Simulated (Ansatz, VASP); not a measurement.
# MgCu2O4 (MgCu2O4 (Pbcm)) in two plane-wave programs, part 3 of 3

Wanted: the spread between two codes on one cell, functional and k mesh. Of the first pair: The structure shown is the start of the Ansatz relaxation below; VASP solves that cell, so the two are compared at the walk's first step.

VASP 6.6.1 and Ansatz 0.2.0.

So far. Step 3 (VASP: single point, PBEsol, start cell, pair 1): The run ends at a pressure of 0.52 GPa, with forces up to 0.16 eV/Å.

## 6. VASP: single point, PBEsol, relaxed cell, pair 2

Level of this step: PBEsol, no spin polarisation; plane waves and PAW (Mg, Cu, O) (VASP).

The same cell, functional, mesh and smearing now go to VASP, with its own data sets.

INCAR reads:

```
SYSTEM = MgCu2O4
PREC = Accurate
ENCUT = 600
EDIFF = 1E-06
NELM = 120
ISMEAR = -1
SIGMA = 0.05
LREAL = .FALSE.
ALGO = Normal
GGA = PS
NBANDS = 116
LASPH = .TRUE.
LORBIT = 11
LWAVE = .FALSE.
LCHARG = .FALSE.
ISIF = 2
GGA_COMPAT = .FALSE.
EFERMI = MIDGAP
KPAR = 4
```

POSCAR reads:

```
MgCu2O4
1.0
    3.0607890338      0.0000000000      0.0000000000
    0.0000000000      9.8609527840      0.0000000000
    0.0000000000      0.0000000000      9.0446286307
Mg Cu O
4 8 16
Direct
    0.8791030483      0.1514144492      0.2500000000
    0.8791030483      0.3485855508      0.7500000000
    0.1208969517      0.6514144492      0.2500000000
    0.1208969517      0.8485855508      0.7500000000
    0.3509134211      0.3850716814      0.0700114694
    0.3509134211      0.1149283186      0.5700114694
    0.6490865789      0.6149283186      0.5700114694
    0.3509134211      0.1149283186      0.9299885306
    0.6490865789      0.6149283186      0.9299885306
    0.3509134211      0.3850716814      0.4299885306
    0.6490865789      0.8850716814      0.4299885306
    0.6490865789      0.8850716814      0.0700114694
    0.6294545506      0.5447201038      0.3827166168
    0.3705454494      0.4552798962      0.6172833832
    0.0038186220      0.2500000000      0.5000000000
    0.3705454494      0.0447201038      0.3827166168
    0.3705454494      0.0447201038      0.1172833832
    0.3752504738      0.2013233345      0.7500000000
    0.6294545506      0.9552798962      0.6172833832
    0.6247495262      0.7013233345      0.7500000000
    0.0038186220      0.2500000000      0.0000000000
    0.9961813780      0.7500000000      0.5000000000
    0.6294545506      0.5447201038      0.1172833832
    0.6247495262      0.7986766655      0.2500000000
    0.3752504738      0.2986766655      0.2500000000
    0.9961813780      0.7500000000      0.0000000000
    0.6294545506      0.9552798962      0.8827166168
    0.3705454494      0.4552798962      0.8827166168
```

KPOINTS reads:

```
Automatic mesh
0
Gamma
13 4 5
0 0 0
```

Potentials, in the order of the species: Mg, Cu and O (PBE family, release 64).

Run with:

```sh
$ mpirun -np 4 vasp_std
```

Numbers of over 12 decimals in the logs are rounded to 6 here.

The log of the run:

```text
[banner, memory and clock lines left out]
running    4 mpi-ranks, on    1 nodes
[...]
[... a notice as in an earlier step ...]

 [... a notice as in an earlier step ...]

 LDA part: xc-table for (Slater+PW92), standard interpolation
 POSCAR, INCAR and KPOINTS ok, starting setup
[...]
entering main loop
       N       E                     dE             d eps       ncg     rms          rms(c)
DAV:   1     0.304571000117E+04    0.30457E+04   -0.89174E+04 14788   0.255E+03
DAV:   2     0.666954728331E+03   -0.23788E+04   -0.22265E+04 14712   0.692E+02
DAV:   3    -0.696684764690E+02   -0.73662E+03   -0.67051E+03 16500   0.342E+02
DAV:   4    -0.209914495821E+03   -0.14025E+03   -0.13411E+03 22520   0.155E+02
[...]
DAV:  16    -0.156769550412E+03    0.18538E-05   -0.73124E-05 21768   0.386E-02    0.103E-02
DAV:  17    -0.156769549066E+03    0.13457E-05   -0.12476E-05 21376   0.179E-02    0.253E-03
DAV:  18    -0.156769549028E+03    0.38184E-07   -0.32379E-07  9320   0.108E-02
   1 F= -.15676955E+03 E0= -.15676766E+03  d E =-.377456E-02
```

From OUTCAR (step 6):

```text
  Total       -0.3431388      1.2953167      1.5008346      0.0000000      0.0000000      0.0000000
  in kB       -2.0138977      7.6022745      8.8084682      0.0000000      0.0000000      0.0000000
  external PRESSURE =       4.7989483 kB  Pullay stress =       0.0000000 kB

 POSITION                                       TOTAL-FORCE (eV/Angst)
 -----------------------------------------------------------------------------------
      2.69075      1.49309      2.26116         0.002961      0.003332      0.000000
      2.69075      3.43739      6.78347         0.002961     -0.003332      0.000000
      0.37004      6.42357      2.26116        -0.002961      0.003332      0.000000
      0.37004      8.36786      6.78347        -0.002961     -0.003332      0.000000
      1.07407      3.79717      0.63323         0.007860     -0.007100      0.043862
      1.07407      1.13330      5.15554         0.007860      0.007100      0.043862
      1.98672      6.06378      5.15554        -0.007860      0.007100      0.043862
      1.07407      1.13330      8.41140         0.007860      0.007100     -0.043862
      1.98672      6.06378      8.41140        -0.007860      0.007100     -0.043862
      1.07407      3.79717      3.88909         0.007860     -0.007100     -0.043862
      1.98672      8.72765      3.88909        -0.007860     -0.007100     -0.043862
      1.98672      8.72765      0.63323        -0.007860     -0.007100      0.043862
      1.92663      5.37146      3.46153         0.038213      0.046798     -0.133730
      1.13416      4.48949      5.58310        -0.038213     -0.046798      0.133730
[...]
-----------------------------------------------------------------------------------
    total drift:                                0.000000     -0.000000     -0.000000

  FREE ENERGIE OF THE ION-ELECTRON SYSTEM (eV)
  ---------------------------------------------------
  free  energy   TOTEN  =      -156.7695490281 eV

  energy  without entropy=     -156.7657744710  energy(sigma->0) =     -156.76766175

[... 1 part as in an earlier step ...]

[... 2 further parts left out ...]
[key lines of the parts left out:]
E-fermi :   3.9327
```

The run ends at a pressure of 0.48 GPa, with forces up to 0.15 eV/Å.

## 7. Differences

What differs besides the data sets and the points named for the pairs above, as far as they apply: the data sets hold 288 valence electrons in Ansatz (on its default PAW (the set named soft_2) files) and 192 in VASP; the cutoff is 420 eV in Ansatz and 600 eV in VASP; Ansatz's pressure holds a Pulay correction, VASP's none. Total energies have different zeros and are not compared.

Both answers:

```csv
quantity,Ansatz,VASP,difference
pressure (GPa),0.00,0.48,-0.48
gap on the k mesh (eV),0.374,0.341,+0.033
```

Forces on 7 of the 28 atoms, those with the largest forces and the largest differences (eV/Å; atoms numbered as in POSCAR):

```csv
atom,"Ansatz x, y, z","VASP x, y, z"
O13,"0.000, 0.001, -0.002","0.038, 0.047, -0.134"
O14,"0.000, -0.001, 0.002","-0.038, -0.047, 0.134"
O16,"0.000, 0.001, -0.002","-0.038, 0.047, -0.134"
O19,"0.000, -0.001, 0.002","0.038, -0.047, 0.134"
O23,"0.000, 0.001, 0.002","0.038, 0.047, 0.134"
O27,"0.000, -0.001, -0.002","0.038, -0.047, -0.134"
O28,"0.000, -0.001, -0.002","-0.038, -0.047, -0.134"
```

The forces differ by 59 meV/Å r.m.s., where the r.m.s. force is 0.001 eV/Å in Ansatz and 0.060 eV/Å in VASP: the atoms lie near their places of rest in Ansatz, so a percentage would say little (all taken over all components). A gap on the mesh is an upper bound, since the band edges may lie between its points.

## 8. What came out

* r.m.s. force difference (single point, PBEsol, start cell, pair 1): 59 meV/Å
* r.m.s. force difference (single point, PBEsol, relaxed cell, pair 2): 59 meV/Å

In words: The r.m.s. force difference is 59 meV/Å (single point, PBEsol, start cell, pair 1), beyond the 12 meV/Å picked in this series as the mark of a large difference. The data sets hold unlike numbers of valence electrons (288 in Ansatz and 192 in VASP), so part of the differences comes from the potentials. What causes the difference of the single point, PBEsol, start cell, pair 1 pair stays open here. What causes the difference of the single point, PBEsol, relaxed cell, pair 2 pair stays open here. Such differences can come from data sets, numerical settings and the points named under the comparisons, not from the functional's error against experiment.

[Lines on the potential files, build, host, timing and source positions are cut from VASP's logs without a mark.]

[Logs are printed without paths, hosts, clocks, repeated set-up lines and the standing remarks that a program may print on its own settings, such as how far it seeks lower states.]

[Hosts, paths, dates, database ids (printed as entryN), source tags and the programs' standing remarks are cut or masked in the printed files.]
